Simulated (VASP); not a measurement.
# A VASP study of Cr (Chromium) (PBE + D3(BJ)): structure first, properties next

Wanted: the relaxed cell of Cr (Chromium) and its properties. The steps: magnetic order: ferromagnetic, magnetic order: antiferromagnetic, q = (0, 0, 1/2), magnetic order: antiferromagnetic, q = (1/2, 1/2, 1/2), the orders side by side, first try, full relaxation (PBE + D3(BJ)), second relaxation, single point with fields (PBE + D3(BJ)), bands along the symmetry lines (PBE + D3(BJ)), total and projected DOS (PBE + D3(BJ)) and zone-centre phonons (PBE + D3(BJ)). The start is a cell from a database of measured crystal structures.

Calculated with VASP 6.6.1; PBE with D3(BJ), spin-polarised from a ferromagnetic start (one magnetic atom a cell); plane waves and PAW (Cr_pv), in the first sound run; inputs show where later runs differ.

## 1. The structure

Symmetry: Im-3m, No. 229, cubic system. Conventional cell: a = 2.884 Å, b = 2.884 Å, c = 2.884 Å, α = 90.00°, β = 90.00°, γ = 90.00°. Nearest to Cr lie 8 Cr at 2.50 Å.

## 2. Magnetic order: ferromagnetic

The properties of a magnet depend on its order, so a few collinear patterns are compared first on the cell as listed, beginning with all moments parallel. PBE, the usual starting point, adds the gradient of the density. A dispersion term adds the long-range attraction that semilocal functionals lack. D3 with Becke-Johnson damping keeps a finite attraction at short range.

INCAR

```
SYSTEM = Cr
PREC = Accurate
ENCUT = 400
EDIFF = 1E-06
NELM = 100
ISMEAR = 1
SIGMA = 0.2
LREAL = .FALSE.
ALGO = Normal
GGA = PE
IVDW = 12
NBANDS = 14
ISPIN = 2
MAGMOM = 3
LASPH = .TRUE.
LMAXMIX = 4
LORBIT = 11
LWAVE = .FALSE.
LCHARG = .FALSE.
KPAR = 4
ISIF = 2
```

POSCAR

```
Cr
1.0
   -1.4419500000      1.4419500000      1.4419500000
    1.4419500000     -1.4419500000      1.4419500000
    1.4419500000      1.4419500000     -1.4419500000
Cr
1
Direct
    0.0000000000      0.0000000000      0.0000000000
```

KPOINTS

```
Automatic mesh
0
Gamma
11 11 11
0 0 0
```

The projector-augmented-wave data sets are Cr_pv (PBE family, release 64).

Launch:

```
> mpirun -np 4 vasp_std
```

The log of the run:

```text
[banner, memory and clock lines left out]
running    4 mpi-ranks, on    1 nodes
 distrk:  each k-point on    1 cores,    4 groups
 distr:  one band on    1 cores,    1 groups

 POSCAR found type information on POSCAR Cr
 POSCAR found :  1 types and       1 ions
 LDA part: xc-table for (Slater+PW92), standard interpolation
 POSCAR, INCAR and KPOINTS ok, starting setup
 FFT: planning ... GRIDC
 FFT: planning ... GRID_SOFT
 FFT: planning ... GRID
 WAVECAR not read
 entering main loop
       N       E                     dE             d eps       ncg     rms          rms(c)
DAV:   1     0.684379679988E+02    0.68438E+02   -0.56193E+03  3234   0.806E+02
DAV:   2    -0.866893357795E+01   -0.77107E+02   -0.74069E+02  3316   0.238E+02
DAV:   3    -0.973926453648E+01   -0.10703E+01   -0.10684E+01  3412   0.328E+01
DAV:   4    -0.974369536979E+01   -0.44308E-02   -0.44308E-02  3478   0.207E+00
DAV:   5    -0.974373491969E+01   -0.39550E-04   -0.39549E-04  3448   0.177E-01    0.181E+01
DAV:   6    -0.944028242488E+01    0.30345E+00   -0.29532E+00  3208   0.295E+01    0.402E+00
DAV:   7    -0.949037272491E+01   -0.50090E-01   -0.16620E-01  3208   0.338E+00    0.227E+00
DAV:   8    -0.949381707032E+01   -0.34443E-02   -0.54136E-03  3256   0.943E-01    0.960E-01
DAV:   9    -0.949013003090E+01    0.36870E-02   -0.15765E-03  3250   0.511E-01    0.260E-01
DAV:  10    -0.949045069982E+01   -0.32067E-03   -0.43031E-04  3184   0.181E-01    0.532E-02
DAV:  11    -0.949046423735E+01   -0.13538E-04   -0.10231E-05  3388   0.298E-02    0.230E-02
DAV:  12    -0.949046067267E+01    0.35647E-05   -0.39895E-06  2916   0.145E-02    0.469E-03
DAV:  13    -0.949045991045E+01    0.76222E-06   -0.61327E-07  2090   0.739E-03
   1 F= -.99666052E+01 E0= -.99655023E+01  d E =-.330848E-02  mag=     0.0003
```

Wall time 4.6 s (4 MPI ranks of AMD EPYC 7R43, shared host); peak memory 0.4 GiB.

Lines that name or quote the potential files are left out of all logs, and their timing lines are given in words.

Parts of OUTCAR (step 2):

```text
ion  position               nearest neighbor table
   1  0.000  0.000  0.000-

  LATTYP: Found a body centered cubic cell.
 ALAT       =     2.8839000000

 Subroutine GETGRP returns: Found 48 space group operations
 (whereof 48 operations were pure point group operations)

The static configuration has the point symmetry O_h .

 Found     56 irreducible k-points:

   k-points           NKPTS =     56   k-points in BZ     NKDIM =     56   number of bands    NBANDS=     14

   dimension x,y,z NGX =    16 NGY =   16 NGZ =   16
   dimension x,y,z NGXF=    32 NGYF=   32 NGZF=   32

   ENCUT  =  400.0 eV  29.40 Ry    5.42 a.u.   4.07  4.07  4.07*2*pi/ulx,y,z

   NELECT =      12.0000    total number of electrons

 k-points in reciprocal lattice and weights: Automatic mesh
   0.00000000  0.00000000  0.00000000       0.001
   0.09090909  0.00000000  0.00000000       0.009
   0.18181818  0.00000000  0.00000000       0.009
   0.27272727  0.00000000  0.00000000       0.009
   0.36363636  0.00000000  0.00000000       0.009
   0.45454545  0.00000000  0.00000000       0.009
   0.09090909  0.09090909  0.00000000       0.018
   0.18181818  0.09090909 -0.00000000       0.036
   0.27272727  0.09090909  0.00000000       0.036
[...]
-0.45454545 -0.45454545  0.36363636       0.006
  -0.45454545  0.45454545  0.45454545       0.005

 average (electrostatic) potential at core
       1 -66.3884

 E-fermi :  10.4330

 spin component 1
 k-point     1 :       0.0000    0.0000    0.0000
  band No.  band energies     occupation
    ...
      3     -32.3240      1.00000
      4       2.7243      1.00000
      5       9.5844      1.00000
      6       9.5845      1.00000
      7       9.5845      1.00000
      8      11.5415     -0.00000
      9      11.5415     -0.00000
     10      17.5528      0.00000
     11      32.4544      0.00000
     12      32.4544      0.00000
    ...

 k-point     2 :       0.0909    0.0000    0.0000
  band No.  band energies     occupation
    ...
      3     -32.3239      1.00000
      4       3.0724      1.00000
      5       9.4549      1.00000
      6       9.5584      1.00000
      7       9.8166      1.00006
      8      11.4057     -0.00000
      9      11.5515     -0.00000
     10      17.5532      0.00000
     11      31.5623      0.00000
     12      32.2958      0.00000
    ...

 k-point     3 :       0.1818    0.0000    0.0000
  band No.  band energies     occupation
    ...
      2     -32.3998      1.00000
      3     -32.3248      1.00000
      4       4.0353      1.00000
      5       9.1194      1.00000
      6       9.4103      1.00000
      7      10.4689      0.35083
      8      11.2176     -0.00000
      9      11.5902     -0.00000
     10      17.5528      0.00000
     11      29.1929      0.00000
    ...

 k-point     4 :       0.2727    0.0000    0.0000
  band No.  band energies     occupation
    ...
      2     -32.4719      1.00000
      3     -32.3251      1.00000
      4       5.2845      1.00000
      5       8.7066      1.00000
      6       9.2846      1.00000
      7      11.2608     -0.00000
      8      11.4091     -0.00000
      9      11.6690     -0.00000
     10      17.5525      0.00000
     11      25.9652      0.00000
    ...

 k-point     5 :       0.3636    0.0000    0.0000
  band No.  band energies     occupation
    ...
      2     -32.5376      1.00000
      3     -32.3264      1.00000
      4       6.0753      1.00000
      5       8.3494      1.00000
      6       9.9322      1.00114
      7      11.4446     -0.00000
      8      11.7711     -0.00000
      9      12.3886     -0.00000
     10      17.5508      0.00000
     11      22.6806      0.00000
    ...

 k-point     6 :       0.4545    0.0000    0.0000
  band No.  band energies     occupation
      1     -33.1205      1.00000
      2     -32.5761      1.00000
      3     -32.3271      1.00000
      4       6.2024      1.00000
      5       8.1461      1.00000
      6      11.1765     -0.00000
      7      11.5682     -0.00000
      8      11.8470     -0.00000
      9      13.0437     -0.00000
     10      17.5469      0.00000
    ...

 Edisp (eV)   -0.47615

  Total      -1.29264    -1.29264    -1.29264    -0.00000    -0.00000     0.00000
  in kB    -172.69367  -172.69367  -172.69367    -0.00000    -0.00000     0.00000
  external pressure =     -172.69 kB  Pullay stress =        0.00 kB

  energy-cutoff  :      400.00
  volume of cell :       11.99
      direct lattice vectors                 reciprocal lattice vectors
    -1.441950000  1.441950000  1.441950000     0.000000000  0.346752661  0.346752661
     1.441950000 -1.441950000  1.441950000     0.346752661  0.000000000  0.346752661
     1.441950000  1.441950000 -1.441950000     0.346752661  0.346752661  0.000000000

 POSITION                                       TOTAL-FORCE (eV/Angst)
 -----------------------------------------------------------------------------------
      0.00000      0.00000      0.00000         0.000000      0.000000      0.000000
 -----------------------------------------------------------------------------------
    total drift:                               -0.000000      0.000000      0.000000

  FREE ENERGIE OF THE ION-ELECTRON SYSTEM (eV)
  ---------------------------------------------------
  free  energy   TOTEN  =        -9.9666051510 eV

  energy  without entropy=       -9.9632966747  energy(sigma->0) =       -9.96550233

 total charge
# of ion       s       p       d       tot
------------------------------------------
    1        0.427   6.383   4.169  10.979

 magnetization (x)
# of ion       s       p       d       tot
------------------------------------------
    1        0.000   0.000   0.000   0.000

[... 6 further parts left out ...]
```

The k-mesh is coarse for a metal. At this level the cell is under a tension of 17.3 GPa, so at these settings it is away from equilibrium. Dispersion corrections of this kind ignore metallic screening and tend to overbind metals.

Numbers from this step:

| Quantity | Value |
| --- | --- |
| SCF cycles | 13 |
| electrons | 12 |
| bands | 14 |
| irreducible k-points | 56 |
| symmetry operations | 48 |
| free energy (TOTEN) | -9.967 eV |
| energy at zero smearing | -9.966 eV |
| Fermi energy | 10.43 eV |
| pressure | -17.27 GPa |
| metallic | yes |

The spin moment in the PAW sphere vanishes on all atoms.

The moments fall under 0.1 μB, and the mesh shows no gap.

## 3. Magnetic order: antiferromagnetic, q = (0, 0, 1/2)

This step: PBE with D3(BJ), spin-polarised from an antiferromagnetic start; plane waves and PAW (Cr_pv) (VASP 6.6.1).

System of this step: Cr (Chromium). It takes space group Im-3m (No. 229, cubic). Conventional cell: a = 2.884 Å, b = 2.884 Å, c = 2.884 Å, α = 90.00°, β = 90.00°, γ = 90.00°. Nearest to Cr lie 8 Cr at 2.50 Å.

Next, a pattern with opposite moments, which needs a doubled cell; q is given in the reciprocal vectors of the primitive cell.

Edit INCAR of step 2 so:

```diff
@@ -11,5 +11,5 @@
 IVDW = 12
-NBANDS = 14
+NBANDS = 19
 ISPIN = 2
-MAGMOM = 3
+MAGMOM = 3 -3
 LASPH = .TRUE.
```

POSCAR

```
Cr
1.0
   -1.4419500000      1.4419500000      1.4419500000
    1.4419500000     -1.4419500000      1.4419500000
    2.8839000000      2.8839000000     -2.8839000000
Cr
2
Direct
    0.0000000000      0.0000000000      0.0000000000
    0.0000000000      0.0000000000      0.5000000000
```

KPOINTS is that of step 2.

Launch:

```
> mpirun -np 4 vasp_std
```

The log of the run:

```text
[banner, memory and clock lines left out]
running    4 mpi-ranks, on    1 nodes
 distrk:  each k-point on    1 cores,    4 groups
 distr:  one band on    1 cores,    1 groups

 POSCAR found type information on POSCAR Cr
 POSCAR found :  1 types and       2 ions
 LDA part: xc-table for (Slater+PW92), standard interpolation
 POSCAR, INCAR and KPOINTS ok, starting setup
 FFT: planning ... GRIDC
 FFT: planning ... GRID_SOFT
 FFT: planning ... GRID
 WAVECAR not read
 entering main loop
       N       E                     dE             d eps       ncg     rms          rms(c)
DAV:   1     0.210707519324E+03    0.21071E+03   -0.12127E+04 16568   0.129E+03
DAV:   2    -0.134059243832E+02   -0.22411E+03   -0.21919E+03 16604   0.398E+02
DAV:   3    -0.204736628579E+02   -0.70677E+01   -0.69785E+01 17633   0.854E+01
DAV:   4    -0.205825449823E+02   -0.10888E+00   -0.10858E+00 22148   0.957E+00
DAV:   5    -0.205845332095E+02   -0.19882E-02   -0.19774E-02 18310   0.121E+00    0.224E+01
DAV:   6    -0.185869860921E+02    0.19975E+01   -0.16253E+01 16898   0.430E+01    0.749E+00
DAV:   7    -0.189266435072E+02   -0.33966E+00   -0.10742E+00 17151   0.746E+00    0.470E+00
DAV:   8    -0.189612274172E+02   -0.34584E-01   -0.91215E-02 21106   0.242E+00    0.182E+00
DAV:   9    -0.189841833935E+02   -0.22956E-01   -0.31393E-01 20691   0.408E+00    0.503E-01
DAV:  10    -0.189887793266E+02   -0.45959E-02   -0.43833E-02 17998   0.136E+00    0.190E-01
DAV:  11    -0.189890223630E+02   -0.24304E-03   -0.19539E-03 19519   0.389E-01    0.827E-02
DAV:  12    -0.189890552392E+02   -0.32876E-04   -0.65336E-04 22725   0.199E-01    0.403E-02
DAV:  13    -0.189890583077E+02   -0.30685E-05   -0.60896E-05 18604   0.774E-02    0.136E-02
DAV:  14    -0.189890592261E+02   -0.91844E-06   -0.12891E-05 18183   0.264E-02    0.559E-03
DAV:  15    -0.189890595116E+02   -0.28545E-06   -0.28366E-06 10551   0.118E-02
   1 F= -.19941350E+02 E0= -.19940139E+02  d E =-.363356E-02  mag=    -0.0000
```

The job ended after 31 s (4 MPI ranks; peak memory 0.73 GiB).

Parts of OUTCAR (step 3):

```text
  LATTYP: Found a base centered orthorhombic cell.
 ALAT       =     2.8839000000
 B/A-ratio  =     1.4142135624
 C/A-ratio  =     1.4142135624

 Subroutine GETGRP returns: Found  8 space group operations
 (whereof  8 operations were pure point group operations)

The static configuration has the point symmetry D_2h.

 Found    216 irreducible k-points:

   k-points           NKPTS =    216   k-points in BZ     NKDIM =    216   number of bands    NBANDS=     19

   dimension x,y,z NGX =    16 NGY =   16 NGZ =   36
   dimension x,y,z NGXF=    32 NGYF=   32 NGZF=   72

   ENCUT  =  400.0 eV  29.40 Ry    5.42 a.u.   4.07  4.07  8.15*2*pi/ulx,y,z

   NELECT =      24.0000    total number of electrons

 E-fermi :  10.4423

 spin component 1
 k-point     1 :       0.0000    0.0000    0.0000
  band No.  band energies     occupation
    ...
      8       6.1998      1.00000
      9       8.1197      1.00000
     10       9.5807      1.00000
     11       9.5811      1.00000
     12       9.5845      1.00000
     13      11.4722     -0.00000
     14      11.5323     -0.00000
     15      11.5375     -0.00000
     16      11.5399     -0.00000
     17      11.8537     -0.00000
    ...

 k-point     2 :       0.0909    0.0000    0.0000
  band No.  band energies     occupation
    ...
      9       8.1787      1.00000
     10       9.4523      1.00000
     11       9.5566      1.00000
     12       9.8139      1.00004
     13      10.3894      0.71558
     14      11.4023     -0.00000
     15      11.4889     -0.00000
     16      11.5493     -0.00000
     17      12.1142     -0.00000
     18      13.7529     -0.00000
    ...

 k-point     3 :       0.1818    0.0000    0.0000
  band No.  band energies     occupation
    ...
      8       6.9309      1.00000
      9       8.2465      1.00000
     10       9.1170      1.00000
     11       9.2170      1.00000
     12       9.4085      1.00000
     13      10.4662      0.39988
     14      11.2144     -0.00000
     15      11.3785     -0.00000
     16      11.5880     -0.00000
     17      12.0214     -0.00000
    ...

 k-point     4 :       0.2727    0.0000    0.0000
  band No.  band energies     occupation
    ...
      8       7.1889      1.00000
      9       8.1874      1.00000
     10       8.7042      1.00000
     11       8.9109      1.00000
     12       9.2830      1.00000
     13      11.2577     -0.00000
     14      11.3399     -0.00000
     15      11.4062     -0.00000
     16      11.6667     -0.00000
     17      11.9873     -0.00000
    ...

 Edisp (eV)   -0.95229

  Total      -2.60423    -2.60423    -2.56737     0.03491     0.00000     0.00000
  in kB    -173.96023  -173.96023  -171.49755     2.33172     0.00000     0.00000
  external pressure =     -173.14 kB  Pullay stress =        0.00 kB

  energy-cutoff  :      400.00
  volume of cell :       23.99
      direct lattice vectors                 reciprocal lattice vectors
    -1.441950000  1.441950000  1.441950000     0.000000000  0.346752661  0.346752661
     1.441950000 -1.441950000  1.441950000     0.346752661  0.000000000  0.346752661
     2.883900000  2.883900000 -2.883900000     0.173376331  0.173376331  0.000000000

 POSITION                                       TOTAL-FORCE (eV/Angst)
 -----------------------------------------------------------------------------------
      0.00000      0.00000      0.00000        -0.000000      0.000000      0.000000
      1.44195      1.44195     -1.44195         0.000000     -0.000000     -0.000000
 -----------------------------------------------------------------------------------
    total drift:                                0.000000      0.000000     -0.000000

  FREE ENERGIE OF THE ION-ELECTRON SYSTEM (eV)
  ---------------------------------------------------
  free  energy   TOTEN  =       -19.9413499927 eV

  energy  without entropy=      -19.9377164365  energy(sigma->0) =      -19.94013881

 total charge
# of ion       s       p       d       tot
------------------------------------------
    1        0.427   6.383   4.168  10.978
    2        0.427   6.383   4.168  10.978
--------------------------------------------------
tot          0.853  12.767   8.337  21.956

 magnetization (x)
# of ion       s       p       d       tot
------------------------------------------
    1        0.000   0.000   0.000   0.000
    2       -0.000  -0.000  -0.000  -0.000
--------------------------------------------------
tot          0.000   0.000   0.000   0.000

[... 6 further parts left out ...]
```

This step gave:

```yaml
scf_cycles: 15
electrons: 24
bands: 19
irreducible_k_points: 216
symmetry_operations: 8
free_energy_toten: -19.94 eV
energy_at_zero_smearing: -19.94 eV
fermi_energy: 10.44 eV
pressure: -17.31 GPa
```

The spin moment in the PAW sphere vanishes on all atoms.

The energy lies -4.6 meV an atom from the first pattern, a difference of sampling, since both runs hold the same state. The moments fall under 0.1 μB, and the mesh shows no gap.

(Part 1 of 5 ends here.)

[Lines on the potential files, build, host, timing and source positions are cut from VASP's logs without a mark.]

[Logs are printed without paths, hosts, clocks, repeated set-up lines and the standing remarks that a program may print on its own settings, such as how far it seeks lower states.]

[Hosts, paths, dates, database ids (printed as entryN), source tags and the programs' standing remarks are cut or masked in the printed files.]

[Measured values are set beside computed ones only where the two were judged alike; some that the calculation misses by far are left out.]

[In band tables of VASP the shares of atoms and orbitals are scaled to a sum of 1 inside the atoms' spheres.]
